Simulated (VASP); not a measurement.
Input of a VASP 6.6.1 run:

The input INCAR:

```
SYSTEM = Be3Te2Se
ALGO     = Fast           ! electronic algorithm
EDIFF    = 1E-4           ! SCF threshold, eV
EDIFFG   = -0.08          ! ionic threshold
ENCUT    = 520            ! plane-wave cutoff, eV
GGA      = PE             ! functional
IBRION   = 2              ! ionic algorithm
ISIF     = 3              ! what is computed and relaxed
ISMEAR   = 0              ! smearing method
KPAR     = 2            
LASPH    = .True.         ! aspherical terms in the spheres
LCHARG   = .False.        ! write CHGCAR
LREAL    = .False.        ! projectors in reciprocal space
LWAVE    = .False.        ! write WAVECAR
NELM     = 60             ! most SCF steps
NSW      = 24             ! ionic steps
PREC     = Normal         ! precision mode
SIGMA    = 0.15           ! smearing width, eV
```

KPOINTS

```
k-points
0
Gamma
  3 3 3
  0 0 0
```

Contents of POSCAR:

```
Be3Te2Se
1.0
    2.7085248000      1.5637675200      4.4012991100
   -2.7085248000      1.5637675200      4.4012991100
    0.0000000000     -3.1275350500      4.4012991100
Be Te Se
3 2 1
Direct
    0.5000000000      0.0000000000      0.0000000000
    0.0000000000      0.5000000000      0.0000000000
    0.0000000000      0.0000000000      0.5000000000
    0.6170832500      0.6170832500      0.6170832500
    0.3829167500      0.3829167500      0.3829167500
    0.0000000000      0.0000000000      0.0000000000
```

Potentials or basis: VASP PAW PBE potentials, release 64 (Be, Te, Se).

Run with:

```sh
$ cat potpaw_PBE.64/Be/POTCAR potpaw_PBE.64/Te/POTCAR potpaw_PBE.64/Se/POTCAR > POTCAR
$ mpirun -np 2 vasp_std > vasp.out
```

Q: What does it give for the relaxed volume?

A: 17.72 Å³/atom.

Q: What does it give for the relaxed cell?

A: a = 5.400 Å, b = 5.400 Å, c = 5.400 Å, α = 58.03°, β = 58.03°, γ = 58.03°.

Final structure:
```yaml
crystal:
  lattice:
    - [2.61925, 1.51222, 4.47376]
    - [-2.61925, 1.51222, 4.47376]
    - [0.00000, -3.02445, 4.47376]
  atoms:
    - { symbol: Be, position: [0.50000, 0.00000, 0.00000] }
    - { symbol: Be, position: [0.00000, 0.50000, 0.00000] }
    - { symbol: Be, position: [0.00000, 0.00000, 0.50000] }
    - { symbol: Te, position: [0.60257, 0.60257, 0.60257] }
    - { symbol: Te, position: [0.39743, 0.39743, 0.39743] }
    - { symbol: Se, position: [0.00000, 0.00000, 0.00000] }
```

Caveat: the k mesh is coarse (spacing up to 0.47 Å⁻¹), so the values aren't converged. The run has no spin-orbit coupling, so splittings on Te are missing.
